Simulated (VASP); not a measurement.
An input for Ansatz (written as the equivalent of a VASP run, and not itself run):

Ansatz 0.2 input:
```yaml
crystal:
  lattice:
    - [0.0000000, 3.0457260, 3.0457260]
    - [3.0457260, 0.0000000, 3.0457260]
    - [3.0457260, 3.0457260, 0.0000000]
  atoms:
    - { symbol: Cu, position: [0.0000000, 0.0000000, 0.0000000] }
    - { symbol: I, position: [0.2500000, 0.2500000, 0.2500000] }
kpoints:
  mp_grid: { grid: [8, 8, 8] }
hamiltonian:
  xc: pbe
  dispersion: d3bj
  pseudopotentials: { kind: paw }
scf:
  occupations: { method: gaussian, width: 0.05 }
  max_iter: 100
output: { forces: true, stress: true, eigenvalues: true }
```

**Question.** Write the VASP files for the same calculation (PBE-D3(BJ)).

**Answer.** This is not unique; one that fits is 
File KPOINTS:
```
Automatic mesh
0
G
  8 8 8
0 0 0
```

POSCAR:
```
CuI
1
    0.0000000000     3.0457259740     3.0457259740
    3.0457259740     0.0000000000     3.0457259740
    3.0457259740     3.0457259740     0.0000000000
Cu I
1 1
Direct
  0.0000000000   0.0000000000   0.0000000000
  0.2500000000   0.2500000000   0.2500000000
```

INCAR:
```
GGA=PE   # PBE
LWAVE=F
NELM=100
ENCUT=520   # plane-wave cut-off (eV)
LASPH=T
SIGMA=0.05
EDIFF=1E-7   # SCF stop (eV)
IVDW=12
LCHARG=F
LMAXMIX=4   # l cut-off of mixed one-centre charges
SYSTEM=CuI
ALGO=Normal   # blocked Davidson
LREAL=F   # projection in real space or not
ISIF=2   # forces and stress, cell fixed
PREC=Accurate
ISMEAR=0   # Gaussian
```

POTCAR, in this order: Cu I (PBE.64 set). Program: vasp_std.

The two are equivalent in intent, not identical: each code has its own PAW files, so the cut-off isn't converted (ENCUT is set for VASP's; basis.ecutwfc is left out, and Ansatz then takes the one that its files recommend); Ansatz stops its SCF on the density residual and VASP on the energy change (EDIFF).

The compound is CuI in the zinc blende structure. This cell is one point of a volume scan, at 1.06 of the reference volume.
